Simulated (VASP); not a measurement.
# How plane-wave cutoff and smearing change a VASP run on MnCuO2 (Crednerite), part 3 of 4

How sensitive are energy, pressure and forces of MnCuO2 (Crednerite) to the plane-wave cutoff and smearing? The atoms are off their equilibrium sites, so that forces can be compared too. The series runs use r2SCAN. The atoms of the start are displaced at random from the sites of a C2/m cell.

VASP 6.6.1; r2SCAN, spin-polarised from a ferromagnetic start; plane waves and PAW (Mn_pv, Cu, O).

Still holding for the runs below: The cell holds one magnetic atom, so no antiferromagnetic order fits into it. The k-mesh is coarse for a metal. Oxides and halides of Mn and Cu are often magnetic insulators, and a metal at this level, without U or exact exchange, may be an artefact.

So far. Step 9 (Plane-wave cutoff: ENCUT = 800): Against the run before the energy moves by -2.45 meV an atom and the pressure by +0.30 GPa, after 15 cycles in 6.1 min.

The database entry behind the starting cell differs from later determinations by our own check (a about 1 % short, old inner coordinates), so it need not match the best structure at ambient conditions.

### 11. Smearing: ISMEAR = 0, SIGMA = 0.01

This step: r2SCAN, spin-polarised from a ferromagnetic start; plane waves and PAW (Mn_pv, Cu, O) (VASP 6.6.1).

Smearing steadies the sum over the Fermi surface at the price of an entropy term.

INCAR

```
SYSTEM = MnCuO2
PREC = Accurate
ENCUT = 520
EDIFF = 1E-06
NELM = 100
ISMEAR = 0
SIGMA = 0.01
LREAL = .FALSE.
ALGO = Normal
METAGGA = R2SCAN
LASPH = .TRUE.
NBANDS = 29
ISPIN = 2
MAGMOM = 4 0.6 0 0
LMAXMIX = 4
LORBIT = 11
LWAVE = .FALSE.
LCHARG = .FALSE.
KPAR = 4
ISIF = 2
```

POSCAR

```
MnCuO2
1.0
    2.7650000000     -1.4420000000      0.0000000000
    2.7650000000      1.4420000000      0.0000000000
   -1.4867050749      0.0000000000      5.7075486875
Mn Cu O
1 1 2
Direct
    0.0179340000     -0.0084580000      0.0070040000
    0.4957510000      0.4963090000      0.4998740000
    0.4148090000      0.4219790000      0.1456460000
    0.5778280000      0.6058460000      0.8630480000
```

KPOINTS

```
Automatic mesh
0
Gamma
9 9 4
0 0 0
```

The projector-augmented-wave data sets are Mn_pv, Cu and O (PBE family, release 64).

Started as:

```sh
$ mpirun -np 4 vasp_std
```

Log:

```text
[... set-up lines as in an earlier step ...]
 entering main loop
       N       E                     dE             d eps       ncg     rms          rms(c)
DAV:   1     0.365242970625E+03    0.36524E+03   -0.18612E+04 19622   0.172E+03
DAV:   2    -0.171743452426E+02   -0.38242E+03   -0.35316E+03 19486   0.431E+02
DAV:   3    -0.557318481641E+02   -0.38558E+02   -0.37153E+02 22009   0.146E+02
DAV:   4    -0.568391062996E+02   -0.11073E+01   -0.11039E+01 21277   0.259E+01
DAV:   5    -0.568706708851E+02   -0.31565E-01   -0.31560E-01 23247   0.450E+00    0.349E+01
DAV:   6    -0.433322722424E+02    0.13538E+02   -0.33405E+01 22150   0.104E+02    0.247E+01
DAV:   7    -0.418054092327E+02    0.15269E+01   -0.95463E+00 25203   0.748E+01    0.161E+01
DAV:   8    -0.419301213885E+02   -0.12471E+00   -0.68331E-01 21987   0.833E+00    0.877E+00
DAV:   9    -0.419257136360E+02    0.44078E-02   -0.12966E-01 25434   0.559E+00    0.146E+00
DAV:  10    -0.419191191889E+02    0.65944E-02   -0.13717E-01 24797   0.676E+00    0.865E-01
DAV:  11    -0.419159064048E+02    0.32128E-02   -0.22369E-02 27189   0.381E+00    0.607E-01
DAV:  12    -0.419162262129E+02   -0.31981E-03   -0.20994E-03 20540   0.483E-01    0.984E-02
DAV:  13    -0.419162710462E+02   -0.44833E-04   -0.18469E-04 28755   0.270E-01    0.677E-02
DAV:  14    -0.419162987406E+02   -0.27694E-04   -0.79098E-05 21839   0.750E-02    0.278E-02
DAV:  15    -0.419162959400E+02    0.28006E-05   -0.11829E-05 27721   0.651E-02    0.862E-03
DAV:  16    -0.419162968832E+02   -0.94321E-06   -0.27830E-06 16479   0.215E-02
   1 F= -.41916297E+02 E0= -.41916283E+02  d E =-.268732E-04  mag=     3.9689
```

Elapsed: 2.3 min, on 4 MPI ranks of Intel Xeon 6975P-C (Granite Rapids), shared host; peak memory 1.8 GiB; 9 min of CPU time.

OUTCAR, selected parts (step 11):

```text
   ENCUT  =  520.0 eV  38.22 Ry    6.18 a.u.   5.80  5.80 10.97*2*pi/ulx,y,z

   NELECT =      36.0000    total number of electrons

 E-fermi :   6.0247

 spin component 1
 k-point     1 :       0.0000    0.0000    0.0000
  band No.  band energies     occupation
    ...
     15       2.8405      1.00000
     16       3.0874      1.00000
     17       3.1712      1.00000
     18       3.2565      1.00000
     19       3.5236      1.00000
     20       6.1957      0.00000
     21       6.4595      0.00000
     22       9.1514      0.00000
     23      11.8327      0.00000
     24      14.5416      0.00000
    ...

 k-point     2 :       0.1111    0.0000   -0.0000
  band No.  band energies     occupation
    ...
     16       3.0887      1.00000
     17       3.1684      1.00000
     18       3.3706      1.00000
     19       3.5509      1.00000
     20       6.0144      0.92745
     21       6.5256      0.00000
     22       8.6646      0.00000
     23      12.2520      0.00000
     24      14.9286      0.00000
     25      17.4564      0.00000
    ...

  Total        5.8099286      9.7949959      2.3171471     -0.2828490      0.4670223     -4.6717218
  in kB      204.5226248    344.8060088     81.5688194     -9.9569233     16.4402401   -164.4551711
  external PRESSURE =     210.2991510 kB  Pullay stress =       0.0000000 kB

 POSITION                                       TOTAL-FORCE (eV/Angst)
 -----------------------------------------------------------------------------------
      2.78079      1.40394      0.03998         0.248647      2.628261     -0.442623
      1.99988      0.00080      2.85306         0.089491      0.115053      0.211710
      2.09719      0.01034      0.83128        -3.186780     -1.050295      6.595714
      1.98976      0.04040      4.92589         2.848642     -1.693019     -6.364802
 -----------------------------------------------------------------------------------
    total drift:                                0.004821      0.000267      0.022482

  FREE ENERGIE OF THE ION-ELECTRON SYSTEM (eV)
  ---------------------------------------------------
  free  energy   TOTEN  =       -41.9162968832 eV

  energy  without entropy=      -41.9162700100  energy(sigma->0) =      -41.91628345

 magnetization (x)
# of ion       s       p       d       tot
------------------------------------------
    1        0.054   0.039   3.500   3.594
    2        0.021   0.012   0.014   0.047
    3        0.010   0.067   0.000   0.077
    4        0.010   0.062   0.000   0.072
--------------------------------------------------
tot          0.095   0.181   3.514   3.789

[... 6 parts as in an earlier step ...]

[... 15 further parts left out ...]
```

This step gave:

- SCF cycles: 16
- free energy (TOTEN): -41.92 eV
- Fermi energy: 6.025 eV
- pressure: 21.03 GPa
- moment of the cell, from the last line of the log: 3.969 μB

The series starts at -10.4791 eV an atom and 21.03 GPa, after 16 cycles in 2.3 min. The entropy term T·S comes to 0.01 meV an atom in size.

### 12. Smearing: ISMEAR = 0, SIGMA = 0.05

Changes to INCAR since step 11:

```diff
@@ -6,3 +6,3 @@
 ISMEAR = 0
-SIGMA = 0.01
+SIGMA = 0.05
 LREAL = .FALSE.
```

POSCAR is that of step 11.

KPOINTS is that of step 11.

Started as:

```sh
$ mpirun -np 4 vasp_std
```

Log:

```text
[... set-up lines as in an earlier step ...]
 entering main loop
       N       E                     dE             d eps       ncg     rms          rms(c)
DAV:   1     0.365241979389E+03    0.36524E+03   -0.18612E+04 19622   0.172E+03
DAV:   2    -0.171751392013E+02   -0.38242E+03   -0.35314E+03 19486   0.431E+02
DAV:   3    -0.557323180864E+02   -0.38557E+02   -0.37157E+02 22009   0.146E+02
DAV:   4    -0.568396379665E+02   -0.11073E+01   -0.11038E+01 21277   0.259E+01
[...]
DAV:  13    -0.419165355242E+02   -0.50561E-04   -0.16750E-04 28730   0.253E-01    0.646E-02
DAV:  14    -0.419165583637E+02   -0.22839E-04   -0.70056E-05 24152   0.852E-02    0.257E-02
DAV:  15    -0.419165580398E+02    0.32387E-06   -0.96628E-06 27910   0.579E-02
   1 F= -.41916558E+02 E0= -.41916342E+02  d E =-.432487E-03  mag=     3.9647
```

Run time: 2.2 min. Hardware: 4 MPI ranks; peak memory 1.7 GiB; 8.7 min of CPU time.

From OUTCAR (step 12):

```text
  Total        5.7847170      9.7703553      2.3288628     -0.2824551      0.4672849     -4.6780009
  in kB      203.6351204    343.9386044     81.9812390     -9.9430583     16.4494836   -164.6762124
  external PRESSURE =     209.8516546 kB  Pullay stress =       0.0000000 kB

 POSITION                                       TOTAL-FORCE (eV/Angst)
 -----------------------------------------------------------------------------------
      2.78079      1.40394      0.03998         0.249428      2.627212     -0.442656
      1.99988      0.00080      2.85306         0.089479      0.115155      0.211732
      2.09719      0.01034      0.83128        -3.187938     -1.049718      6.589000
      1.98976      0.04040      4.92589         2.849031     -1.692649     -6.358075
 -----------------------------------------------------------------------------------
    total drift:                                0.004537      0.000289      0.022902

  FREE ENERGIE OF THE ION-ELECTRON SYSTEM (eV)
  ---------------------------------------------------
  free  energy   TOTEN  =       -41.9165580398 eV

  energy  without entropy=      -41.9161255528  energy(sigma->0) =      -41.91634180

 magnetization (x)
# of ion       s       p       d       tot
------------------------------------------
    1        0.054   0.039   3.499   3.592
    2        0.021   0.012   0.013   0.046
    3        0.009   0.067   0.000   0.076
    4        0.010   0.061   0.000   0.071
--------------------------------------------------
tot          0.094   0.179   3.512   3.785

[... 2 parts as in an earlier step ...]

[... 1 further part left out ...]
[key lines of the parts left out:]
E-fermi :   6.0429
```

Against the run before the energy at zero width moves by -0.01 meV an atom and the pressure by -0.04 GPa, after 15 cycles in 2.2 min. The entropy term T·S comes to 0.11 meV an atom in size.

### 13. Smearing: ISMEAR = 0, SIGMA = 0.1

Changes to INCAR since step 12:

```diff
@@ -6,3 +6,3 @@
 ISMEAR = 0
-SIGMA = 0.05
+SIGMA = 0.1
 LREAL = .FALSE.
```

POSCAR is that of step 12.

KPOINTS is that of step 12.

Started as:

```sh
$ mpirun -np 4 vasp_std
```

Log:

```text
[... set-up lines as in an earlier step ...]
 entering main loop
       N       E                     dE             d eps       ncg     rms          rms(c)
DAV:   1     0.365238801133E+03    0.36524E+03   -0.18612E+04 19622   0.172E+03
DAV:   2    -0.171777823833E+02   -0.38242E+03   -0.35314E+03 19486   0.431E+02
DAV:   3    -0.557336792082E+02   -0.38556E+02   -0.37158E+02 22009   0.146E+02
DAV:   4    -0.568411904334E+02   -0.11075E+01   -0.11039E+01 21277   0.259E+01
[...]
DAV:  13    -0.419170594973E+02   -0.54312E-04   -0.17494E-04 28445   0.256E-01    0.633E-02
DAV:  14    -0.419170851236E+02   -0.25626E-04   -0.71694E-05 23442   0.813E-02    0.254E-02
DAV:  15    -0.419170841900E+02    0.93352E-06   -0.89959E-06 27492   0.554E-02
   1 F= -.41917084E+02 E0= -.41916433E+02  d E =-.130236E-02  mag=     3.9634
```

Run time: 2.3 min. Hardware: 4 MPI ranks; peak memory 1.8 GiB.

From OUTCAR (step 13):

```text
  Total        5.7886872      9.7733198      2.3408020     -0.2823462      0.4673566     -4.6789357
  in kB      203.7748799    344.0429593     82.4015235     -9.9392254     16.4520102   -164.7091190
  external PRESSURE =     210.0731209 kB  Pullay stress =       0.0000000 kB

 POSITION                                       TOTAL-FORCE (eV/Angst)
 -----------------------------------------------------------------------------------
      2.78079      1.40394      0.03998         0.249536      2.626775     -0.442637
      1.99988      0.00080      2.85306         0.089425      0.115153      0.211751
      2.09719      0.01034      0.83128        -3.188609     -1.049482      6.585618
      1.98976      0.04040      4.92589         2.849649     -1.692446     -6.354732
 -----------------------------------------------------------------------------------
    total drift:                                0.004575      0.000295      0.022755

  FREE ENERGIE OF THE ION-ELECTRON SYSTEM (eV)
  ---------------------------------------------------
  free  energy   TOTEN  =       -41.9170841900 eV

  energy  without entropy=      -41.9157818342  energy(sigma->0) =      -41.91643301

 magnetization (x)
# of ion       s       p       d       tot
------------------------------------------
    1        0.054   0.039   3.499   3.592
    2        0.021   0.012   0.012   0.046
    3        0.009   0.066   0.000   0.076
    4        0.010   0.061   0.000   0.071
--------------------------------------------------
tot          0.094   0.179   3.511   3.784

[... 2 parts as in an earlier step ...]

[... 1 further part left out ...]
[key lines of the parts left out:]
E-fermi :   6.0724
```

Against the run before the energy at zero width moves by -0.02 meV an atom and the pressure by +0.02 GPa, after 15 cycles in 2.3 min. The entropy term T·S comes to 0.33 meV an atom in size.

### 14. Smearing: ISMEAR = 0, SIGMA = 0.2

Changes to INCAR since step 13:

```diff
@@ -6,3 +6,3 @@
 ISMEAR = 0
-SIGMA = 0.1
+SIGMA = 0.2
 LREAL = .FALSE.
```

POSCAR is that of step 13.

KPOINTS is that of step 13.

Started as:

```sh
$ mpirun -np 4 vasp_std
```

Log:

```text
[... set-up lines as in an earlier step ...]
 entering main loop
       N       E                     dE             d eps       ncg     rms          rms(c)
DAV:   1     0.365226903396E+03    0.36523E+03   -0.18612E+04 19622   0.172E+03
DAV:   2    -0.171888063714E+02   -0.38242E+03   -0.35314E+03 19486   0.431E+02
DAV:   3    -0.557406505629E+02   -0.38552E+02   -0.37159E+02 22009   0.146E+02
DAV:   4    -0.568486939160E+02   -0.11080E+01   -0.11043E+01 21277   0.259E+01
[...]
DAV:  13    -0.419191500584E+02   -0.77124E-04   -0.17867E-04 26914   0.174E-01    0.587E-02
DAV:  14    -0.419191804944E+02   -0.30436E-04   -0.55960E-05 23327   0.689E-02    0.213E-02
DAV:  15    -0.419191808845E+02   -0.39019E-06   -0.86149E-06 27595   0.572E-02
   1 F= -.41919181E+02 E0= -.41916202E+02  d E =-.595758E-02  mag=     3.9553
```

Elapsed: 2.2 min, on 4 MPI ranks; peak memory 1.8 GiB.

Parts of OUTCAR (step 14):

```text
  Total        5.7632606      9.7441713      2.3796838     -0.2813088      0.4668547     -4.6873629
  in kB      202.8798070    343.0168664     83.7702507     -9.9027058     16.4343418   -165.0057751
  external PRESSURE =     209.8889747 kB  Pullay stress =       0.0000000 kB

 POSITION                                       TOTAL-FORCE (eV/Angst)
 -----------------------------------------------------------------------------------
      2.78079      1.40394      0.03998         0.250415      2.624045     -0.442437
      1.99988      0.00080      2.85306         0.089210      0.115003      0.211638
      2.09719      0.01034      0.83128        -3.192936     -1.048468      6.565513
      1.98976      0.04040      4.92589         2.853310     -1.690580     -6.334714
 -----------------------------------------------------------------------------------
    total drift:                                0.004724      0.000424      0.022426

  FREE ENERGIE OF THE ION-ELECTRON SYSTEM (eV)
  ---------------------------------------------------
  free  energy   TOTEN  =       -41.9191808845 eV

  energy  without entropy=      -41.9132233002  energy(sigma->0) =      -41.91620209

 magnetization (x)
# of ion       s       p       d       tot
------------------------------------------
    1        0.054   0.039   3.496   3.589
    2        0.021   0.012   0.011   0.044
    3        0.009   0.065   0.000   0.075
    4        0.010   0.060   0.000   0.070
--------------------------------------------------
tot          0.094   0.177   3.507   3.778

[... 2 parts as in an earlier step ...]

[... 1 further part left out ...]
[key lines of the parts left out:]
E-fermi :   6.0913
```

Against the run before the energy at zero width moves by +0.06 meV an atom and the pressure by -0.02 GPa, after 15 cycles in 2.2 min. The entropy term T·S comes to 1.49 meV an atom in size.

### 15. Smearing: ISMEAR = 0, SIGMA = 0.5

Changes to INCAR since step 14:

```diff
@@ -6,3 +6,3 @@
 ISMEAR = 0
-SIGMA = 0.2
+SIGMA = 0.5
 LREAL = .FALSE.
```

POSCAR is that of step 14.

KPOINTS is that of step 14.

Started as:

```sh
$ mpirun -np 4 vasp_std
```

Log:

```text
[... set-up lines as in an earlier step ...]
 entering main loop
       N       E                     dE             d eps       ncg     rms          rms(c)
DAV:   1     0.365147786336E+03    0.36515E+03   -0.18612E+04 19622   0.172E+03
DAV:   2    -0.172702557917E+02   -0.38242E+03   -0.35315E+03 19486   0.431E+02
DAV:   3    -0.558315802833E+02   -0.38561E+02   -0.37170E+02 22009   0.146E+02
DAV:   4    -0.569431612404E+02   -0.11116E+01   -0.11077E+01 21277   0.259E+01
[...]
DAV:  14    -0.419430478623E+02   -0.31656E-04   -0.12887E-04 24256   0.135E-01    0.323E-02
DAV:  15    -0.419430506526E+02   -0.27903E-05   -0.96918E-06 21414   0.273E-02    0.111E-02
DAV:  16    -0.419430515826E+02   -0.93005E-06   -0.10737E-06 15058   0.108E-02
   1 F= -.41943052E+02 E0= -.41906560E+02  d E =-.729822E-01  mag=     3.8930
```

Run time: 2.3 min. Hardware: 4 MPI ranks; peak memory 1.8 GiB.

From OUTCAR (step 15):

```text
  Total        5.4642428      9.5290976      2.6072445     -0.2759385      0.4647857     -4.7712121
  in kB      192.3537043    335.4457857     91.7809029     -9.7136577     16.3615075   -167.9574565
  external PRESSURE =     206.5267976 kB  Pullay stress =       0.0000000 kB

 POSITION                                       TOTAL-FORCE (eV/Angst)
 -----------------------------------------------------------------------------------
      2.78079      1.40394      0.03998         0.255533      2.606490     -0.439630
      1.99988      0.00080      2.85306         0.087053      0.111851      0.210816
      2.09719      0.01034      0.83128        -3.234449     -1.039707      6.410523
      1.98976      0.04040      4.92589         2.891863     -1.678633     -6.181709
 -----------------------------------------------------------------------------------
    total drift:                                0.004839      0.000074      0.021457

  FREE ENERGIE OF THE ION-ELECTRON SYSTEM (eV)
  ---------------------------------------------------
  free  energy   TOTEN  =       -41.9430515826 eV

  energy  without entropy=      -41.8700693639  energy(sigma->0) =      -41.90656047

 magnetization (x)
# of ion       s       p       d       tot
------------------------------------------
    1        0.053   0.039   3.468   3.560
    2        0.018   0.010   0.007   0.036
    3        0.009   0.059   0.000   0.068
    4        0.009   0.054   0.000   0.063
--------------------------------------------------
tot          0.089   0.162   3.475   3.726

[... 2 parts as in an earlier step ...]

[... 1 further part left out ...]
[key lines of the parts left out:]
E-fermi :   6.0102
```

Against the run before the energy at zero width moves by +2.41 meV an atom and the pressure by -0.34 GPa, after 16 cycles in 2.3 min. The entropy term T·S comes to 18.25 meV an atom in size.

### 16. Smearing: ISMEAR = 1, SIGMA = 0.01

Changes to INCAR since step 15:

```diff
@@ -5,4 +5,4 @@
 NELM = 100
-ISMEAR = 0
-SIGMA = 0.5
+ISMEAR = 1
+SIGMA = 0.01
 LREAL = .FALSE.
```

POSCAR is that of step 15.

KPOINTS is that of step 15.

Started as:

```sh
$ mpirun -np 4 vasp_std
```

Log:

```text
[... set-up lines as in an earlier step ...]
 entering main loop
       N       E                     dE             d eps       ncg     rms          rms(c)
DAV:   1     0.365243016679E+03    0.36524E+03   -0.18612E+04 19622   0.172E+03
DAV:   2    -0.171743179846E+02   -0.38242E+03   -0.35316E+03 19486   0.431E+02
DAV:   3    -0.557318198295E+02   -0.38558E+02   -0.37153E+02 22009   0.146E+02
DAV:   4    -0.568390806892E+02   -0.11073E+01   -0.11039E+01 21277   0.259E+01
[...]
DAV:  14    -0.419162853736E+02   -0.29283E-04   -0.83010E-05 21074   0.750E-02    0.293E-02
DAV:  15    -0.419162808502E+02    0.45234E-05   -0.13933E-05 27963   0.680E-02    0.109E-02
DAV:  16    -0.419162815942E+02   -0.74396E-06   -0.35136E-06 20552   0.317E-02
   1 F= -.41916282E+02 E0= -.41916281E+02  d E =-.612792E-06  mag=     3.9691
```

Elapsed: 2.3 min, on 4 MPI ranks; peak memory 1.8 GiB.

OUTCAR, selected parts (step 16):

```text
  Total        5.8128078      9.7976858      2.3165678     -0.2827934      0.4667904     -4.6713813
  in kB      204.6239799    344.9006975     81.5484271     -9.9549688     16.4320773   -164.4431872
  external PRESSURE =     210.3577015 kB  Pullay stress =       0.0000000 kB

 POSITION                                       TOTAL-FORCE (eV/Angst)
 -----------------------------------------------------------------------------------
      2.78079      1.40394      0.03998         0.248501      2.628344     -0.442629
      1.99988      0.00080      2.85306         0.089494      0.115026      0.211714
      2.09719      0.01034      0.83128        -3.186721     -1.050416      6.596711
      1.98976      0.04040      4.92589         2.848726     -1.692954     -6.365796
 -----------------------------------------------------------------------------------
    total drift:                                0.004779      0.000273      0.022507

  FREE ENERGIE OF THE ION-ELECTRON SYSTEM (eV)
  ---------------------------------------------------
  free  energy   TOTEN  =       -41.9162815942 eV

  energy  without entropy=      -41.9162809814  energy(sigma->0) =      -41.91628139

 magnetization (x)
# of ion       s       p       d       tot
------------------------------------------
    1        0.054   0.039   3.500   3.594
    2        0.021   0.012   0.014   0.047
    3        0.010   0.067   0.000   0.077
    4        0.010   0.062   0.000   0.072
--------------------------------------------------
tot          0.095   0.181   3.514   3.790

[... 2 parts as in an earlier step ...]

[... 1 further part left out ...]
[key lines of the parts left out:]
E-fermi :   6.0230
```

Against the first of the series the energy at zero width stays within 0.01 meV an atom; the pressure moves by +0.01 GPa, after 16 cycles in 2.3 min. The entropy term T·S comes to 0.00 meV an atom in size.

[end of part 3 of 4]

[Lines on the potential files, build, host, timing and source positions are cut from VASP's logs without a mark.]

[Logs are printed without paths, hosts, clocks, repeated set-up lines and the standing remarks that a program may print on its own settings, such as how far it seeks lower states.]

[Hosts, paths, dates, database ids (printed as entryN), source tags and the programs' standing remarks are cut or masked in the printed files.]

[A measured line is paired with the nearest computed mode of its activity, which favours agreement.]
